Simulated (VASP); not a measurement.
VASP runs on Ni$_{3}$Fe (L1_2) share one base input (PBE GGA, plane waves, VASP's PBE PAW potentials (set 64)) and change the settings named in each case.

POSCAR:
```
Ni3Fe
1
    3.5500000000     0.0000000000     0.0000000000
    0.0000000000     3.5500000000     0.0000000000
    0.0000000000     0.0000000000     3.5500000000
Fe Ni
1 3
Direct
  0.0000000000   0.0000000000   0.0000000000
  0.0000000000   0.5000000000   0.5000000000
  0.5000000000   0.0000000000   0.5000000000
  0.5000000000   0.5000000000   0.0000000000
```

File KPOINTS:
```
K-points
0
G
  8 8 8
```

INCAR:
```
ALGO  =  Normal
EDIFF  =  1E-6
ENCUT  =  400
GGA  =  PE
ISIF  =  2
ISMEAR  =  1
ISPIN  =  2
LASPH  =  .True.
LCHARG  =  .False.
LMAXMIX  =  4
LORBIT  =  10
LREAL  =  .False.
LWAVE  =  .False.
MAGMOM  =  3.0 3*0.7
NELM  =  100
PREC  =  Accurate
SIGMA  =  0.1
SYSTEM  =  Ni3Fe
```

POTCAR, in this order: Fe Ni (PBE.64 set). Program: vasp_std.

| change | E(σ→0) (eV/atom) | pressure (GPa) | moment (μB) | −TS (eV) |
|---|---|---|---|---|
| base run | -6.2490 | -1.45 | 4.82 | -0.0011 |
| ISMEAR = 0, SIGMA = 0.02 | -6.2491 | -1.55 | 4.79 | -0.0007 |
| ISMEAR = -1, SIGMA = 0.3 | -6.2213 | -0.13 | 4.09 | -1.4474 |
| ISMEAR = 2, SIGMA = 0.05 | -6.2491 | -1.57 | 4.78 | 0.0002 |
| ISMEAR = 2, SIGMA = 0.02 | -6.2491 | -1.55 | 4.80 | -0.0001 |
| ISMEAR = 0, SIGMA = 0.01 | -6.2491 | -1.53 | 4.81 | -0.0002 |
| SIGMA = 0.5 | -6.2521 | -1.80 | 4.90 | 0.1084 |
| ISMEAR = -5, SIGMA removed | -6.2509 | -1.79 | 4.70 | 0.0000 |
| ISMEAR = -4, SIGMA removed | ___ | ___ | 4.70 | 0.0000 |

Some entries are withheld; supply them.

- ISMEAR = -4, SIGMA removed, E(σ→0) (eV/atom): -6.2282
- ISMEAR = -4, SIGMA removed, pressure (GPa): -1.50

Left out are runs that ran out of time, are held back, or changed the cell or the kind of run, fixed moments of cells without a moment, rows past the twelfth, gaps on odd meshes, pressures of charged cells and columns that move by less than the noise.

The compound is Ni3Fe in the L1_2 structure. The cell was not relaxed at this level. The spin order is the one that the start imposed; others were not tried in this run.
